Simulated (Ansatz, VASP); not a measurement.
# GeSe3 (GeSe3 glass): VASP beside Ansatz

Wanted: the spread between two codes on one cell, functional and k mesh. The structure shown is the end of the Ansatz relaxation below.

Main program and level: Ansatz 0.2.0; plane waves, with VASP 6.6.1 beside it; single point at LDA.

### 1. The structure

The cell holds 92 atoms: 23 Ge and 69 Se. Its edges and angles: a = 13.272 Å, b = 13.617 Å, c = 13.769 Å, α = 90.0°, β = 90.0°, γ = 90.0°. As first built, before any earlier steps moved the atoms (in the runner's words): 92 atoms (23 Ge, 69 Se) placed at random at 4.309 g/cm^3 and pushed apart to contact distance.

### 2. Ansatz: relaxation, LDA

Ansatz runs on its default PAW (the set named soft_2) files.

This run makes the geometry at which the two programs are then compared.

File input.yaml:

```yaml
crystal:
  lattice:
    - [14.24427, 0.0, 0.0]
    - [0.0, 14.86435, 0.0]
    - [0.0, 0.0, 14.75107]
  atoms:
    - { symbol: Ge, position: [0.69276, 0.92548, 0.67516] }
    - { symbol: Ge, position: [0.86166, 0.24382, 0.25459] }
    # ... one line an atom, as in the record's system
kpoints:
  mp_grid: { grid: [1, 1, 1] }
hamiltonian:
  xc: lda
scf:
  occupations: { method: fermi_dirac, width: 0.05 }
output:
  forces: true
  stress: true
relax:
  f_tol: 0.04
  max_steps: 60
  cell: { stress_tol: 0.1, fix: [alpha, beta, gamma] }
```

Command:

```sh
> ansatz run input.yaml --threads 32 --pin off --max-ram 143360MiB --backend cuda --events-out ev --progress --plain --runs-dir out
```

Numbers of over 12 decimals in the logs are rounded to 6 here.

Output:

```text
Engine: ansatz 0.2.0, aarch64-unknown-linux-gnu
Pseudopotentials: kind: paw
Pseudopotential: Ge, paw, valence charge 14, recommended cutoff 420 eV (normal), Ge.paw.azcp
Pseudopotential: Se, paw, valence charge 16, recommended cutoff 420 eV (normal), Se.paw.azcp
[...]
Crystal: 92 atoms, lattice volume = 3123.271 Å³
Basis set: ecut = 420 eV, 61039 PW (Γ)
Bands: 856, of which v1, the nominal top of the filled ones, is band 713 counted from 1 (712 counted from 0)
k-points: 1
PAW frozen core: Ge, regenerated for the run's functional, and the local potential with it (the file was generated under x = pbe(κ = 0.804, μ = 0.219515), c = pbe(β = 0.066725))
PAW frozen core: Se, regenerated for the run's functional, and the local potential with it (the file was generated under x = pbe(κ = 0.804, μ = 0.219515), c = pbe(β = 0.066725))
[...]
relax step   1: F+E_penalty+E_count = -468401.85690327 eV  Δ(F+E_penalty+E_count) = +0.000e0 eV  max|allowed force component| = 4.506e-1 eV/Å  Δτ_max = 0.0000 Å  P = -2.795 GPa  Ω = 3123.271 Å³
[... from here on, the SCF cycles and remarks between the steps are left out ...]
relax step   2: F+E_penalty+E_count = -468404.76939227 eV  Δ(F+E_penalty+E_count) = -2.912e0 eV  max|allowed force component| = 5.183e-1 eV/Å  Δτ_max = 0.1215 Å  P = +1.031 GPa  Ω = 2694.248 Å³
relax step   4: F+E_penalty+E_count = -468405.87020354 eV  Δ(F+E_penalty+E_count) = -3.597e-1 eV  max|allowed force component| = 3.062e-1 eV/Å  Δτ_max = 0.1828 Å  P = +0.029 GPa  Ω = 2603.757 Å³
relax step   7: F+E_penalty+E_count = -468406.36758674 eV  Δ(F+E_penalty+E_count) = -1.225e-1 eV  max|allowed force component| = 1.765e-1 eV/Å  Δτ_max = 0.1947 Å  P = -0.018 GPa  Ω = 2511.533 Å³
relax step  10: F+E_penalty+E_count = -468406.57518157 eV  Δ(F+E_penalty+E_count) = -3.925e-2 eV  max|allowed force component| = 1.040e-1 eV/Å  Δτ_max = 0.0906 Å  P = +0.053 GPa  Ω = 2497.358 Å³
relax step  13: F+E_penalty+E_count = -468406.64298498 eV  Δ(F+E_penalty+E_count) = -1.200e-2 eV  max|allowed force component| = 6.934e-2 eV/Å  Δτ_max = 0.0603 Å  P = -0.042 GPa  Ω = 2488.644 Å³
relax step  14: F+E_penalty+E_count = -468406.65193630 eV  Δ(F+E_penalty+E_count) = -8.951e-3 eV  max|allowed force component| = 4.588e-2 eV/Å  Δτ_max = 0.0560 Å  P = -0.014 GPa  Ω = 2488.041 Å³
relax step  15: F+E_penalty+E_count = -468406.65665728 eV  Δ(F+E_penalty+E_count) = -4.721e-3 eV  max|allowed force component| = 3.209e-2 eV/Å  Δτ_max = 0.0305 Å  P = +0.012 GPa  Ω = 2488.342 Å³
relax step  16: F+E_penalty+E_count = -468406.57411593 eV  Δ(F+E_penalty+E_count) = +8.254e-2 eV  max|allowed force component| = 3.224e-2 eV/Å  Δτ_max = 0.0000 Å  P = +0.004 GPa  Ω = 2488.342 Å³
basis re-selected at this cell: Δ(F+E_penalty+E_count) = +8.254e-2 eV, ΔP = -0.008 GPa vs the last step (what re-selecting the basis moved, of the pressure what is left beyond the Pulay correction that the steps carried, after the strain that the cell walked since its last selection, with what the two solves' SCF thresholds leave and, on support functions, any second-order correction that the steps lacked; it is no measure of the basis error at this ecutwfc). The dense FFT grid was sized anew with the basis: this SCF ran on 90×96×96 points, the steps before it on 96×100×100, so part of this shift can come from that change (see relax.cell in the input reference). [rest of the remark cut]
SCF converged after 7 iterations
Free energy (F): -468406.574116 eV
Internal energy: -468406.572516 eV  (E = F + TS)
E sigma→0 (E₀):  -468406.573316 eV
Entropy (-TS):   -0.001599 eV (-0.017 meV/atom)
Fermi energy:    6.823543 eV
--- Forces (eV/Å), atoms counted from 1 ---
  max |Σ_I F_I| component: 3.84e-5 eV/Å
--- Stress (GPa, compression-positive) ---
        0.016248       0.155426       0.022038
        0.155426      -0.002273       0.007363
        0.022038       0.007363      -0.001743
  P = ⅓ Tr σ = 0.0041 GPa (0.041 kbar)
--- Band table (eV) ---
--- Relaxed structure (15 steps of the walk, 15 accepted, 1 SCFs on fresh bases) ---
  F+E_penalty+E_count = -468406.57411593 eV   max|allowed force component| = 3.224e-2 eV/Å   (the final SCF, on the basis selected at the relaxed cell)
  cell:  # Å, volume = 2488.3418 Å³
    - [13.272108, 0, 0]
    - [0, 13.616501, 0]
    - [0, 0, 13.769070]
  atoms:
    [... one line an atom ...]
```

### 3. VASP: single point, LDA

The same cell, functional (in two slightly different forms), mesh and smearing now go to VASP, with its own data sets.

Lines of VASP's logs that name or quote its potential files are left out, and so is its time.

File INCAR:

```
SYSTEM = GeSe3
PREC = Accurate
ENCUT = 410
EDIFF = 1E-06
NELM = 120
ISMEAR = -1
SIGMA = 0.05
LREAL = Auto
ALGO = Normal
GGA = PW92
NBANDS = 432
LORBIT = 11
LWAVE = .FALSE.
LCHARG = .FALSE.
ISIF = 2
LASPH = .TRUE.
GGA_COMPAT = .FALSE.
EFERMI = MIDGAP
NCORE = 2
```

File POSCAR:

```
GeSe3
1.0
   13.2721080000      0.0000000000      0.0000000000
    0.0000000000     13.6165010000      0.0000000000
    0.0000000000      0.0000000000     13.7690700000
Ge Se
23 69
Direct
    0.7051000000      0.9243800000      0.6902900000
    0.8657100000      0.2681300000      0.2445800000
    0.7086100000      0.0895000000      0.3835800000
    0.1445100000      0.1542600000      0.6094300000
    0.9069400000      0.7666100000      0.6391400000
    0.5049700000      0.2414700000      0.6838500000
    0.2365800000      0.6681500000      0.9938500000
    0.6202700000      0.3170700000      0.3642400000
    0.2296000000      0.6495100000      0.3811300000
    0.3164500000      0.1480400000      0.8768600000
    0.9232600000      0.8912000000      0.4611400000
    0.0153200000      0.2968900000      0.8193000000
    0.3690300000      0.4563800000      0.4582400000
    0.9842300000      0.5559700000      0.8369200000
    0.5825800000      0.0658700000      0.8789200000
    0.4979700000      0.8556400000      0.0462000000
    0.2198800000      0.6033300000      0.7469700000
    0.8718800000      0.0901600000      0.8310200000
    0.9996100000      0.8921100000      0.9549700000
    0.4270400000      0.8141000000      0.3353000000
    0.1661600000      0.8978300000      0.7216000000
    0.5976400000      0.9398000000      0.2443000000
    0.4549400000      0.8959600000      0.7734900000
    0.9230600000      0.4288300000      0.2832000000
    0.8883400000      0.1559800000      0.3913500000
    0.8620200000      0.7210500000      0.1085100000
    0.0267100000      0.0113200000      0.6465300000
    0.1772700000      0.0245500000      0.4489500000
    0.0060100000      0.7249400000      0.0087400000
    0.8764400000      0.1231000000      0.6585100000
[... 56 atom lines left out ...]
    0.0598200000      0.7412500000      0.7409600000
    0.1025400000      0.7730200000      0.4297800000
    0.7740400000      0.9519000000      0.2641100000
    0.9824400000      0.9699100000      0.1109400000
    0.4385300000      0.5394200000      0.5971100000
    0.9325300000      0.2323500000      0.0878300000
```

File KPOINTS:

```
Automatic mesh
0
Gamma
1 1 1
0 0 0
```

PAW data sets: Ge_d and Se (LDA family, release 64).

Command:

```sh
> mpirun -np 8 vasp_gam
```

Output:

```text
[banner, memory and clock lines left out]
running    8 mpi-ranks, on    1 nodes
[...]
|                                                                             |
|               ----> ADVICE to this user running VASP <----                  |
|                                                                             |
|     You enforced a specific xc type in the INCAR file but a different       |
|     [... a line on the potential file left out ...]
|     I HOPE YOU KNOW WHAT YOU ARE DOING!                                     |
|                                                                             |

 LDA part: xc-table for (Slater(with rela. corr.)+PW92), standard interpolation
 POSCAR, INCAR and KPOINTS ok, starting setup
[...]
entering main loop
       N       E                     dE             d eps       ncg     rms          rms(c)
DAV:   1     0.149633095407E+05    0.14963E+05   -0.23282E+05   984   0.264E+03
DAV:   2     0.325323710873E+04   -0.11710E+05   -0.11419E+05   864   0.724E+02
DAV:   3     0.933228299117E+02   -0.31599E+04   -0.30148E+04  1008   0.255E+02
DAV:   4    -0.380880823554E+03   -0.47420E+03   -0.45058E+03  1064   0.103E+02
[...]
DAV:  14    -0.406299309024E+03   -0.65286E-05   -0.42770E-05  1104   0.122E-02    0.230E-02
DAV:  15    -0.406299307743E+03    0.12802E-05   -0.19799E-05   960   0.623E-03    0.104E-02
DAV:  16    -0.406299308157E+03   -0.41407E-06   -0.35086E-06   736   0.280E-03
   1 F= -.40629931E+03 E0= -.40629850E+03  d E =-.161283E-02
```

Parts of OUTCAR (step 3):

```text
  FREE ENERGIE OF THE ION-ELECTRON SYSTEM (eV)
  ---------------------------------------------------
  free  energy   TOTEN  =      -406.2993081574 eV

  energy  without entropy=     -406.2976953299  energy(sigma->0) =     -406.29850174
```

The run ends at a pressure of 0.05 GPa, with forces up to 0.067 eV/Å.

### 4. Side by side

Known differences besides the potentials themselves: the data sets hold 1426 valence electrons in Ansatz (on its default PAW (the set named soft_2) files) and 736 in VASP; the cutoff is 420 eV in Ansatz and 410 eV in VASP (PREC = Accurate, projectors in real space); VASP's log shows a relativistic correction to its local exchange, Ansatz's none. Total energies have different zeros and are not compared.

Compared:

| quantity | Ansatz | VASP | difference |
| --- | --- | --- | --- |
| gap on the k mesh (eV) | 0.723 | 0.722 | +0.001 |

A gap on the mesh is an upper bound, since the band edges may lie between its points.

### 5. What came out

| Quantity | Value |
| --- | --- |
| difference in gap on the k mesh (single point, LDA) | 0.0011 eV |

The difference in gap on the k mesh is 0.0011 eV (single point, LDA), within the 0.08 eV picked in this series as the mark of a large difference. The data sets hold unlike numbers of valence electrons (1426 in Ansatz and 736 in VASP), so part of the differences comes from the potentials. Such differences can come from data sets, numerical settings and the points named under the comparisons, not from the functional's error against experiment.

[Lines on the potential files, build, host, timing and source positions are cut from VASP's logs without a mark.]

[Logs are printed without paths, hosts, clocks, repeated set-up lines and the standing remarks that a program may print on its own settings, such as how far it seeks lower states.]

[Hosts, paths, dates, database ids (printed as entryN), source tags and the programs' standing remarks are cut or masked in the printed files.]
